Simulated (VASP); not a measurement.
# Lattice constant a of zinc-blende III-V compounds: LDA against PBE

VASP (plane waves, PAW); cells keep the symmetry of their structure type. Static lattice, each level at its own minimum.

Here x stands for PBE a and y for LDA less PBE.

```csv
solid,PBE a (Å),LDA less PBE (Å),cut-off (eV)
BN,3.626,-0.042,520
AlN,4.402,-0.054,520
BAs,4.817,-0.074,520
GaP,5.506,-0.112,520
AlAs,5.733,-0.095,520
GaAs,5.750,-0.140,520
InAs,6.190,-0.157,520
InSb,6.635,?,520
```

Taking a straight line for y over the 7 complete rows: With u = x - 5.1, the rows have u = -1.4740, -0.6980, -0.2830, 0.4060, 0.6330, 0.6500, 1.0900. Means: u 0.046286, y -0.0963. About the means, the sum of products is -0.21600 and the sum of squares of u is 4.9011; the slope is their ratio. Least squares gives y = -0.0942 - 0.04407·u. Residuals (row less fit): -0.0128, 0.0094, 0.0077, 0.0001, 0.0271, -0.0172, -0.0148; standard error 0.0177 (degrees of freedom: 5). The slope is -0.0441 with a standard error of 0.0080.

Problem. Predict the withheld y at x = 6.635 from the fit, and compare with the calculation.

Solution. u = 1.5350, so y = -0.0942 - 0.04407 × 1.5350 = -0.1618 Å. The calculation gives -0.180 Å, 0.0182 Å below the prediction (13.2 % of the range of y in the table). The row lies outside the fitted rows, so this is an extrapolation. From the scatter of the fitted rows alone, a prediction at this place has a standard error of 0.0223 Å, so the miss is 0.8 times that.

AlN is here a metastable form; wurtzite is the usual one. The rows are a random draw from the solids of this series computed here; series whose standard error about the line passes 12 to 30 % of the range of y, or with no trend, aren't shown in this form.
